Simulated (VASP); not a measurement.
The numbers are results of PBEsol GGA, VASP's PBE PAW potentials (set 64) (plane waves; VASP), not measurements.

The input files of a VASP run:

KPOINTS:
```
Automatic
0
G
 12 12 12
0 0 0
```

### INCAR
```
SYSTEM  =  BPt
PREC  =  Accurate; ENCUT  =  600; LREAL  =  .FALSE.
LASPH  =  .TRUE.
EDIFF  =  1E-7; NELM  =  100; ALGO  =  Normal
LMAXMIX  =  6
ISMEAR  =  1; SIGMA  =  0.1
GGA  =  PS
ISIF  =  2
LWAVE  =  .FALSE.; LCHARG  =  .FALSE.
```

### POSCAR
```
BPt
1
    2.7811680132     0.0000000000    -0.0000000000
   -0.0000000000     2.7811680132    -0.0000000000
    0.0000000000    -0.0000000000     2.7811680132
Pt B
1 1
Direct
  0.0000000000   0.0000000000   0.0000000000
  0.5000000000   0.5719122322   0.5000000000
```

POTCAR, in this order: Pt B (PBE.64 set). Program: vasp_std.

Unless said otherwise, spin-orbit coupling is left out, though it shifts the bands of the heavy elements here.

Q: Estimate the energy per atom (σ→0), pressure, largest force, band gap (on the k-mesh).

A: 
```json
{
 "energy per atom (σ→0)": "-6.490 eV/atom",
 "band gap (on the k-mesh)": "none (metal, semimetal or under 0.01 eV)",
 "pressure": "2.92 GPa",
 "largest_force": "0.196 eV/Å"
}
```

**OSZICAR**
```
...
DAV:   7    -0.130058442419E+02    0.24332E+00   -0.10870E+00  3932   0.960E+00    0.645E+00
DAV:   8    -0.129835864192E+02    0.22258E-01   -0.52865E-02  4178   0.189E+00    0.709E-01
DAV:   9    -0.129799904220E+02    0.35960E-02   -0.10482E-02  4020   0.875E-01    0.196E-01
DAV:  10    -0.129797153358E+02    0.27509E-03   -0.15095E-03  4058   0.283E-01    0.170E-02
DAV:  11    -0.129797176969E+02   -0.23611E-05   -0.29974E-05  4092   0.568E-02    0.118E-02
DAV:  12    -0.129797178783E+02   -0.18145E-06   -0.35934E-06  4124   0.147E-02    0.389E-03
DAV:  13    -0.129797178149E+02    0.63403E-07   -0.20819E-07  2314   0.463E-03
   1 F= -.12979718E+02 E0= -.12979863E+02  d E =0.435808E-03
```

The structure was generated: BPt was put into the CsCl type (Pm-3m), which need not be its known phase. This cell was strained or had an atom moved on purpose. The electron count is odd and the run is not spin-polarised, which forces a metal.
